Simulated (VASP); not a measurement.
Output of a VASP run:

### OSZICAR
```
       N       E                     dE             d eps       ncg     rms          rms(c)
DAV:   1     0.344176010549E+03    0.34418E+03   -0.22076E+04   460   0.168E+03
DAV:   2    -0.302809768255E+02   -0.37446E+03   -0.36426E+03   559   0.453E+02
DAV:   3    -0.498169321023E+02   -0.19536E+02   -0.19491E+02   593   0.104E+02
DAV:   4    -0.503114611233E+02   -0.49453E+00   -0.49435E+00   795   0.140E+01
DAV:   5    -0.503151730663E+02   -0.37119E-02   -0.37119E-02   601   0.118E+00    0.341E+01
DAV:   6    -0.415118770409E+02    0.88033E+01   -0.46378E+01   570   0.472E+01    0.136E+01
DAV:   7    -0.413376958978E+02    0.17418E+00   -0.24999E+00   609   0.105E+01    0.877E+00
DAV:   8    -0.412825854777E+02    0.55110E-01   -0.43382E-01   581   0.568E+00    0.145E+00
DAV:   9    -0.412736844205E+02    0.89011E-02   -0.30305E-02   621   0.131E+00    0.272E-01
DAV:  10    -0.412727909375E+02    0.89348E-03   -0.99608E-03   633   0.710E-01    0.488E-02
DAV:  11    -0.412728549444E+02   -0.64007E-04   -0.46535E-04   620   0.167E-01    0.388E-02
DAV:  12    -0.412728849224E+02   -0.29978E-04   -0.41556E-05   690   0.528E-02    0.745E-03
DAV:  13    -0.412728843601E+02    0.56228E-06   -0.57523E-06   580   0.203E-02
   1 F= -.41272884E+02 E0= -.41272884E+02  d E =-.412729E+02
```

**OUTCAR**
```
------------------------ aborting loop because EDIFF is reached ----------------------------------------
  FORCE on cell =-STRESS in cart. coord.  units (eV):
  Direction    XX          YY          ZZ          XY          YZ          ZX
  --------------------------------------------------------------------------------------
  Total       -0.0152405     -0.0152405     -0.0152405      0.0000000      0.0000000     -0.0000000
  in kB       -0.3732382     -0.3732382     -0.3732382      0.0000000      0.0000000     -0.0000000
  external PRESSURE =      -0.3732382 kB  Pullay stress =       0.0000000 kB
  volume of cell :       65.42
      direct lattice vectors                 reciprocal lattice vectors
     4.029409040  0.000000000  0.000000000     0.248175350  0.000000000  0.000000000
     0.000000000  4.029409040  0.000000000     0.000000000  0.248175350  0.000000000
     0.000000000  0.000000000  4.029409040     0.000000000  0.000000000  0.248175350
 POSITION                                       TOTAL-FORCE (eV/Angst)
 -----------------------------------------------------------------------------------
      0.00000      0.00000      0.00000         0.000000      0.000000      0.000000
      2.01470      2.01470      2.01470         0.000000      0.000000      0.000000
      2.01470      0.00000      2.01470         0.000000      0.000000      0.000000
      0.00000      2.01470      2.01470         0.000000      0.000000      0.000000
      2.01470      2.01470      0.00000         0.000000      0.000000      0.000000
 -----------------------------------------------------------------------------------
    total drift:                                0.000000      0.000000     -0.000000
  FREE ENERGIE OF THE ION-ELECTRON SYSTEM (eV)
  ---------------------------------------------------
  free  energy   TOTEN  =       -41.2728843601 eV

  energy  without entropy=      -41.2728843601  energy(sigma->0) =      -41.27288436

 reached required accuracy - stopping structural energy minimisation
```
(Selected blocks of OUTCAR.)

File POSCAR:
```
KTaO3
1
    4.0294090397    -0.0000000000     0.0000000000
   -0.0000000000     4.0294090397     0.0000000000
   -0.0000000000    -0.0000000000     4.0294090397
K Ta O
1 1 3
Direct
  0.0000000000   0.0000000000   0.0000000000
  0.5000000000   0.5000000000   0.5000000000
  0.5000000000   0.0000000000   0.5000000000
  0.0000000000   0.5000000000   0.5000000000
  0.5000000000   0.5000000000   0.0000000000
```

**Question.** Reconstruct the remaining input files.

**Answer.** This is not unique; one that fits is the input of the run itself, PW91 GGA, plane waves, VASP's PBE PAW potentials (set 64).

KPOINTS:
```
Regular mesh
0
Gamma
 5 5 5
0 0 0
```

### INCAR
```
SYSTEM  =  KTaO3
PREC  =  Accurate; ENCUT  =  520; LREAL  =  .False.
LASPH  =  .True.
EDIFF  =  1E-6; NELM  =  100; ALGO  =  Normal
LMAXMIX  =  6
ISMEAR  =  0; SIGMA  =  0.05
GGA  =  91
IBRION  =  2; NSW  =  60; ISIF  =  3
EDIFFG  =  -0.02
LWAVE  =  .False.; LCHARG  =  .False.
```

POTCAR, in this order: K_sv Ta_pv O (PBE.64 set). Program: vasp_std.

The compound is KTaO3 in the cubic perovskite structure. It was relaxed first. The start is the result of an earlier pass.
